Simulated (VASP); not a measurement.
Data:

```yaml
crystal:
  lattice:
    - [1.36347, -2.36159, 0.00000]
    - [1.36347, 2.36159, 0.00000]
    - [0.00000, 0.00000, 4.36827]
  atoms:
    - { symbol: Tc, position: [0.33333, 0.66667, 0.25000] }
    - { symbol: Tc, position: [0.66667, 0.33333, 0.75000] }
```

Method: PBE GGA with D3 dispersion (zero damping), VASP's PBE PAW potentials (set 64) (plane waves; VASP). Numerical set-up: 520 eV cut-off, 17×17×9 Γ-centred mesh, tetrahedra with Blöchl corrections, potentials Tc_pv.

**Question.** Estimate the energy per atom (σ→0), band gap (on the k-mesh) with the smallest direct gap where there is one.

**Answer.** 
```yaml
band gap (on the k-mesh): none (metal, semimetal or under 0.01 eV)
energy per atom (σ→0): -1051.1 kJ/mol-atom
```

The compound is Tc in the hcp structure. It was relaxed first.
